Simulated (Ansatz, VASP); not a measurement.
## Cross-check of C between VASP and Ansatz

Wanted: the spread between two codes on one cell, functional and k mesh. The structure shown is frame 37 of Ansatz's trajectory.

Method: plane waves, with VASP 6.6.1 beside it; single point at revPBE, in Ansatz 0.2.0.

### 1. The structure

The cell holds 64 atoms: 64 C. Cell: a = 7.590 Å, b = 7.590 Å, c = 7.590 Å, α = 90.0°, β = 90.0°, γ = 90.0°. As first built, before any earlier steps moved the atoms (in the runner's words): 64 atoms (64 C) placed at random at 2.92 g/cm^3, melted at 6000 K for 10 ps at fixed volume with the Tersoff potential (Tersoff, Phys. Rev. B 39, 5566 (1989)). Quenched from 6000 K to 300 K at 100 K/ps and fixed volume, held 5 ps, then minimised at fixed cell.

### 2. Ansatz: dynamics, revPBE

Ansatz runs on its default PAW (the set named soft_2) files.

One frame of this run of dynamics is then solved in both programs, so the motion causes no difference.

input.yaml reads:

```yaml
crystal:
  lattice:
    - [7.5903, 0.0, 0.0]
    - [0.0, 7.5903, 0.0]
    - [0.0, 0.0, 7.5903]
  atoms:
    - { symbol: C, position: [0.55973, 0.10922, 0.93931] }
    - { symbol: C, position: [0.29919, 0.79324, 0.92402] }
    - { symbol: C, position: [0.97599, 0.12993, 0.47539] }
    - { symbol: C, position: [0.39601, 0.8968, 0.62913] }
    - { symbol: C, position: [0.04499, 0.49842, 0.5728] }
    - { symbol: C, position: [0.33682, 0.9397, 0.3069] }
    - { symbol: C, position: [0.5227, 0.58484, 0.01647] }
    - { symbol: C, position: [0.39741, 0.355, 0.76654] }
    - { symbol: C, position: [0.69928, 0.50962, 0.96175] }
    - { symbol: C, position: [0.89248, 0.20067, 0.09589] }
    - { symbol: C, position: [0.30382, 0.99869, 0.48477] }
    - { symbol: C, position: [0.86183, 0.44119, 0.5743] }
    - { symbol: C, position: [0.94027, 0.99767, 0.33753] }
    - { symbol: C, position: [0.07557, 0.85329, 0.68645] }
    - { symbol: C, position: [0.20168, 0.7907, 0.08445] }
    - { symbol: C, position: [0.82796, 0.24357, 0.55679] }
    - { symbol: C, position: [0.86702, 0.74587, 0.08983] }
    - { symbol: C, position: [0.77224, 0.69968, 0.76831] }
    - { symbol: C, position: [0.56745, 0.25422, 0.78164] }
    - { symbol: C, position: [0.24668, 0.26831, 0.83451] }
    - { symbol: C, position: [0.92234, 0.9619, 0.7396] }
    - { symbol: C, position: [0.0254, 0.86488, 0.08878] }
    - { symbol: C, position: [0.93483, 0.79798, 0.38826] }
    - { symbol: C, position: [0.04744, 0.51225, 0.23991] }
    - { symbol: C, position: [0.03731, 0.55098, 0.90828] }
    - { symbol: C, position: [0.46951, 0.61998, 0.20272] }
    - { symbol: C, position: [0.25005, 0.88959, 0.76934] }
    - { symbol: C, position: [0.5585, 0.52431, 0.34301] }
    - { symbol: C, position: [0.18919, 0.29511, 0.01573] }
    - { symbol: C, position: [0.6168, 0.95823, 0.61962] }
    - { symbol: C, position: [0.73986, 0.8898, 0.7625] }
    - { symbol: C, position: [0.71669, 0.34224, 0.87205] }
    - { symbol: C, position: [0.45467, 0.3597, 0.41424] }
    - { symbol: C, position: [0.96064, 0.14033, 0.77646] }
    - { symbol: C, position: [0.40655, 0.65004, 0.88743] }
    - { symbol: C, position: [0.24385, 0.67344, 0.43662] }
    - { symbol: C, position: [0.15232, 0.49395, 0.40641] }
    - { symbol: C, position: [0.85618, 0.62949, 0.93033] }
    - { symbol: C, position: [0.62827, 0.1433, 0.26786] }
    - { symbol: C, position: [0.76803, 0.27261, 0.22289] }
    - { symbol: C, position: [0.10924, 0.46106, 0.05998] }
    - { symbol: C, position: [0.55348, 0.20572, 0.43263] }
    - { symbol: C, position: [0.67165, 0.94805, 0.27393] }
    - { symbol: C, position: [0.35399, 0.55145, 0.7333] }
    - { symbol: C, position: [0.66322, 0.94923, 0.93312] }
    - { symbol: C, position: [0.64853, 0.84942, 0.44927] }
    - { symbol: C, position: [0.8853, 0.62525, 0.25294] }
    - { symbol: C, position: [0.17757, 0.1469, 0.12919] }
    - { symbol: C, position: [0.71499, 0.86272, 0.10144] }
    - { symbol: C, position: [0.12748, 0.19894, 0.71283] }
    - { symbol: C, position: [0.64052, 0.16324, 0.60314] }
    - { symbol: C, position: [0.13673, 0.5461, 0.73648] }
    - { symbol: C, position: [0.49699, 0.14665, 0.11935] }
    - { symbol: C, position: [0.00645, 0.05114, 0.15566] }
    - { symbol: C, position: [0.31072, 0.74752, 0.25419] }
    - { symbol: C, position: [0.40084, 0.67908, 0.57369] }
    - { symbol: C, position: [0.58885, 0.65026, 0.49038] }
    - { symbol: C, position: [0.07759, 0.76625, 0.51173] }
    - { symbol: C, position: [0.86651, 0.23637, 0.91254] }
    - { symbol: C, position: [0.33577, 0.06912, 0.17525] }
    - { symbol: C, position: [0.72585, 0.58107, 0.62176] }
    - { symbol: C, position: [0.73816, 0.47344, 0.27269] }
    - { symbol: C, position: [0.18099, 0.1676, 0.51977] }
    - { symbol: C, position: [0.26288, 0.33995, 0.42984] }
kpoints:
  mp_grid: { grid: [1, 1, 1] }
hamiltonian:
  xc: revpbe
scf:
  occupations: { method: gaussian, width: 0.05 }
output:
  forces: true
md:
  timestep: 1.0
  n_steps: 112
  ensemble: nve
  temperature: 600
  initial_velocities: maxwell_boltzmann
  seed: 4022
```

Started as:

```bash
$ ansatz run input.yaml --threads 4 --pin off --max-ram 8192MiB --backend cpu --events-out ev --progress --plain --runs-dir out
```

Numbers of over 12 decimals in the logs are rounded to 6 here.

The program printed:

```text
Warning: md: disabling space-group detection — thermal motion breaks the input geometry's symmetry, so no spatial operation reduces the k-mesh or symmetrises the density; time reversal is kept, so that k and −k are solved as one point where they differ and the mesh holds both, and exact exchange and, on two spinor components, a DFT+U term hold to it where the run has them: on two components no moment then forms, and  [...]
Engine: ansatz 0.2.0, aarch64-unknown-linux-gnu
Pseudopotentials: kind: paw
Pseudopotential: C, paw, valence charge 4, recommended cutoff 420 eV (normal), C.paw.azcp
Functional definition: revPBE
  parameter kappa = 1.245
  parameter beta = 0.066725
  exchange = pbe_x(kappa = kappa, mu = beta*pi^2/3)
  correlation = pbe_c(beta = beta)
Crystal: 64 atoms, lattice volume = 437.297 Å³
Basis set: ecut = 420 eV, 8409 PW (Γ), exchange–correlation on 108×108×108 points (8 copies of the dense FFT grid, shifted against one another)
Bands: 192, of which v1, the nominal top of the filled ones, is band 128 counted from 1 (127 counted from 0)
Symmetry: 1 space group operations
k-points: 1
Non-local potential: C, projectors of the file, l = 0: 2, l = 1: 2, l = 2: 1
PAW form: soft (Blöchl's): semilocal exchange-correlation on the pseudo side does not see the compensation charge
PAW frozen core: C, regenerated for the run's functional, and the local potential with it (the file was generated under x = pbe(κ = 0.804, μ = 0.219515), c = pbe(β = 0.066725))
PAW one-centre angular grid: C, 110 points (default); XC on 64 Gauss nodes
Initial density: superposition of atomic densities (neutral atoms: chi_scale 0, normalization atom), corrected by the library's trained network
Initial wavefunctions: pseudopotential atomic-orbital guess
Functional: x = revpbe(κ = 1.245, μ = 0.219515), c = pbe(β = 0.066725)
SCF iter   1: F=—  HF=-16056.134273 eV  |F-HF|=—  |Δ(HF+E_count)|=         —  Δρ=2.05e-2  dr2=3.07e0  ethr=1.77e-3  ⟨swp⟩=6.0  Hψ=783  notcnv=0  defer=41
preconditioner: auto → Resta (q_TF=auto, 2.495 Å⁻¹)  ε∞=4.7  [insulator: Δε(μ)=0.163 eV  Ē_g=14.754 eV  σ=0.050 eV  W_gap=0.98  n_scr=122 (ndim 8)  ℏωp=28.4 eV  f_vac=0.000  D(μ)=3.34/eV (n_scr^D=18)  ε∞_Penn≈4.7]
SCF iter   2: F=—  HF=-16055.823661 eV  |F-HF|=—  |Δ(HF+E_count)|=   3.11e-1  Δρ=9.04e-3  dr2=5.60e-1  ethr=1.20e-3  ⟨swp⟩=1.0  Hψ=221  notcnv=0  defer=46
SCF iter   3: F=—  HF=-16055.746610 eV  |F-HF|=—  |Δ(HF+E_count)|=   7.71e-2  Δρ=2.39e-3  dr2=2.50e-2  ethr=2.19e-4  ⟨swp⟩=3.0  Hψ=244  notcnv=0  defer=57
SCF iter   4: F=—  HF=-16055.745512 eV  |F-HF|=—  |Δ(HF+E_count)|=   1.10e-3  Δρ=7.59e-4  dr2=2.88e-3  ethr=9.75e-6  ⟨swp⟩=3.0  Hψ=253  notcnv=0  defer=57
SCF iter   5: F=—  HF=-16055.745561 eV  |F-HF|=—  |Δ(HF+E_count)|=   4.90e-5  Δρ=2.30e-4  dr2=3.23e-4  ethr=1.12e-6  ⟨swp⟩=2.0  Hψ=151  notcnv=0  defer=57
SCF iter   6: F=—  HF=-16055.745622 eV  |F-HF|=—  |Δ(HF+E_count)|=   6.16e-5  Δρ=6.68e-5  dr2=2.00e-5  ethr=1.26e-7  ⟨swp⟩=2.0  Hψ=189  notcnv=0  defer=57
SCF iter   7: F=—  HF=-16055.745676 eV  |F-HF|=—  |Δ(HF+E_count)|=   5.34e-5  Δρ=2.36e-5  dr2=4.45e-6  ethr=7.79e-9  ⟨swp⟩=2.0  Hψ=303  notcnv=0  defer=57
SCF iter   8: F=—  HF=-16055.745676 eV  |F-HF|=—  |Δ(HF+E_count)|=   8.29e-7  Δρ=6.86e-6  dr2=2.24e-7  ethr=1.74e-9  ⟨swp⟩=3.0  Hψ=283  notcnv=0  defer=57
SCF iter   9: F=-16055.745676 eV  HF=-16055.745676 eV  |F-HF|=1.92e-8  |Δ(HF+E_count)|=   3.82e-8  Δρ=2.24e-6  dr2=3.41e-8  ethr=2.50e-11  ⟨swp⟩=4.0  Hψ=538  notcnv=0
SCF 1 converged in 9 iterations: F = -16055.745676 eV  dr2 = 3.41e-8
  greatest PAW one-centre occupation: 0.690 electrons in one spin orbital (limit 2), on the C atom at site 59 (counted from 0), in its partial waves of l = 0
md step     0: t =     0.00 fs  T =   600.0 K  F+E_penalty+E_count = -16055.74567647 eV  E_kin = 4.886028 eV  conserved = -16050.85964852 eV  (9 SCF iters)
[...]
md step    92: t =    92.00 fs  T =  1007.4 K  F+E_penalty+E_count = -16059.07023816 eV  E_kin = 8.203414 eV  conserved = -16050.86682427 eV  (4 SCF iters)
md step    93: t =    93.00 fs  T =  1011.2 K  F+E_penalty+E_count = -16059.10505733 eV  E_kin = 8.234882 eV  conserved = -16050.87017574 eV  (4 SCF iters)
md step    94: t =    94.00 fs  T =  1013.3 K  F+E_penalty+E_count = -16059.12415738 eV  E_kin = 8.251534 eV  conserved = -16050.87262365 eV  (4 SCF iters)
md step    95: t =    95.00 fs  T =  1009.4 K  F+E_penalty+E_count = -16059.09212944 eV  E_kin = 8.219665 eV  conserved = -16050.87246433 eV  (4 SCF iters)
md step    96: t =    96.00 fs  T =   999.8 K  F+E_penalty+E_count = -16059.01153476 eV  E_kin = 8.142029 eV  conserved = -16050.86950615 eV  (4 SCF iters)
md step    97: t =    97.00 fs  T =   989.7 K  F+E_penalty+E_count = -16058.92528503 eV  E_kin = 8.059880 eV  conserved = -16050.86540552 eV  (4 SCF iters)
md step    98: t =    98.00 fs  T =   986.0 K  F+E_penalty+E_count = -16058.89222670 eV  E_kin = 8.029524 eV  conserved = -16050.86270258 eV  (4 SCF iters)
md step    99: t =    99.00 fs  T =   993.1 K  F+E_penalty+E_count = -16058.95024964 eV  E_kin = 8.087176 eV  conserved = -16050.86307384 eV  (4 SCF iters)
md step   100: t =   100.00 fs  T =  1010.1 K  F+E_penalty+E_count = -16059.09211673 eV  E_kin = 8.225929 eV  conserved = -16050.86618750 eV  (6 SCF iters)
md step   101: t =   101.00 fs  T =  1031.6 K  F+E_penalty+E_count = -16059.27044244 eV  E_kin = 8.400369 eV  conserved = -16050.87007297 eV  (4 SCF iters)
md step   102: t =   102.00 fs  T =  1050.5 K  F+E_penalty+E_count = -16059.42672968 eV  E_kin = 8.554230 eV  conserved = -16050.87249945 eV  (4 SCF iters)
md step   103: t =   103.00 fs  T =  1062.5 K  F+E_penalty+E_count = -16059.52441332 eV  E_kin = 8.652143 eV  conserved = -16050.87227076 eV  (4 SCF iters)
md step   104: t =   104.00 fs  T =  1068.0 K  F+E_penalty+E_count = -16059.56674828 eV  E_kin = 8.696992 eV  conserved = -16050.86975580 eV  (4 SCF iters)
md step   105: t =   105.00 fs  T =  1071.4 K  F+E_penalty+E_count = -16059.59135475 eV  E_kin = 8.724770 eV  conserved = -16050.86658476 eV  (3 SCF iters)
md step   106: t =   106.00 fs  T =  1078.3 K  F+E_penalty+E_count = -16059.64578009 eV  E_kin = 8.781053 eV  conserved = -16050.86472668 eV  (4 SCF iters)
md step   107: t =   107.00 fs  T =  1092.0 K  F+E_penalty+E_count = -16059.75806117 eV  E_kin = 8.892701 eV  conserved = -16050.86536021 eV  (4 SCF iters)
md step   108: t =   108.00 fs  T =  1111.4 K  F+E_penalty+E_count = -16059.91895624 eV  E_kin = 9.050702 eV  conserved = -16050.86825415 eV  (4 SCF iters)
md step   109: t =   109.00 fs  T =  1131.3 K  F+E_penalty+E_count = -16060.08490739 eV  E_kin = 9.212807 eV  conserved = -16050.87210029 eV  (4 SCF iters)
md step   110: t =   110.00 fs  T =  1144.7 K  F+E_penalty+E_count = -16060.19729369 eV  E_kin = 9.321908 eV  conserved = -16050.87538540 eV  (7 SCF iters)
md step   111: t =   111.00 fs  T =  1145.6 K  F+E_penalty+E_count = -16060.20569563 eV  E_kin = 9.328709 eV  conserved = -16050.87698639 eV  (4 SCF iters)
[...]
md step   112: t =   112.00 fs  T =  1130.9 K  F+E_penalty+E_count = -16060.08594096 eV  E_kin = 9.209655 eV  conserved = -16050.87628597 eV  (7 SCF iters)
SCF converged after 7 iterations
Free energy (F): -16060.085941 eV
Harris-Foulkes:  -16060.085941 eV  (|F-HF|=3.43e-9)
Internal energy: -16060.085764 eV  (E = F + TS)
E sigma→0 (E₀):  -16060.085853 eV
Entropy (-TS):   -0.000177 eV (-0.003 meV/atom)
Fermi energy:    10.888296 eV
--- Per-component energies (eV) ---
  E_band       = 418.446399
  E_kinetic    = 5789.464667
  E_local      = -6129.868140  (includes V_loc(G=0)·N_el)
  E_nonlocal   = 1697.058093
  E_hartree    = 1635.049046
  E_xc         = -3077.501265
  E_vxc        = -3811.733483  (∫ρ·V_xc dr)
  E_paw        = -6395.931754  (= ΣΔE_a)
  E_vpaw       = -396.573323  (= ΣTr[D̂ρ^β])
  E_aug_tail   = 0.000475  (compensation charges beyond the density's cutoff)
  E_ewald      = -9577.610167
  E_core_change = -0.746720  (= ΣΔE_core)
  E_smearing   = -0.000177  (= −TS)
  E_closure    = -0.000000  (closes the sum)
  Σ components = -16060.085941   (vs F -16060.085941, Δ=0.00e0)
--- Forces (eV/Å), atoms counted from 1 ---
  atom   1  C      1.16925192    -0.23443192     0.78528336
  atom   2  C     -0.65132029     0.28563157     3.26028493
  atom   3  C     -0.55384239     1.70144493     1.14607489
  atom   4  C     -1.99508743    -3.62052024     0.66041410
  atom   5  C      2.84489606    -0.73901508     0.94811481
  atom   6  C     -1.51166264    -0.05781992     0.66176261
  atom   7  C      1.02785810    -1.25990928     1.54821076
  atom   8  C     -2.79843545     0.75159784     0.58660840
  atom   9  C     -3.26387212     5.18314925     0.30425439
  atom  10  C      2.09790726    -1.41646113     0.73650438
  atom  11  C     -1.88186210    -0.94214760    -1.14500248
  atom  12  C     -0.97487160     0.53073722    -0.53854613
  atom  13  C     -1.07893262    -1.05690771     0.18982585
  atom  14  C      0.73480518    -0.69481131    -1.49665261
  atom  15  C     -0.45659612     0.23121785     0.90643321
  atom  16  C      2.34274893     0.86250011    -0.53456645
  atom  17  C     -0.01689465    -0.60565525     0.15526692
  atom  18  C     -1.31610595     1.01888293    -0.88680426
  atom  19  C      1.32537280     2.33200160     0.07354293
  atom  20  C      1.19446232    -2.44329621    -1.28813294
  atom  21  C     -0.27299191     2.66596475     2.69110721
  atom  22  C     -0.17637045    -2.94934251    -1.96262501
  atom  23  C     -1.82963113     0.83466641     0.37999536
  atom  24  C      1.91872136    -1.64326547     1.55811517
[...]
atom  57  C      0.03075682    -1.64145535    -0.53986890
  atom  58  C     -0.04392592    -1.59627325    -0.34808878
  atom  59  C      2.29906950    -1.17712349    -3.31100649
  atom  60  C      0.85187624    -1.21458797     1.14631550
  atom  61  C      1.51739109    -0.98831212     1.70424937
  atom  62  C      2.31891502    -1.49587622    -2.59292586
  atom  63  C     -1.39600103    -1.66406045     0.53106878
  atom  64  C      4.39329330     4.35777249    -0.85310512
  max |Σ_I F_I| component: 6.03e-5 eV/Å
--- MD trajectory: 112 steps, t = 0.0 → 112.0 fs ---
  final state: T = 1130.9 K   F+E_penalty+E_count = -16060.08594096 eV   E_kin = 9.209655 eV
  conserved energy: peak-to-peak 2.583e-2 eV (4.036e-4 eV/atom) over 112.0 fs
```

[end of part 1 of 2]

[Lines on the potential files, build, host, timing and source positions are cut from VASP's logs without a mark.]

[Logs are printed without paths, hosts, clocks, repeated set-up lines and the standing remarks that a program may print on its own settings, such as how far it seeks lower states.]

[Hosts, paths, dates, database ids (printed as entryN), source tags and the programs' standing remarks are cut or masked in the printed files.]
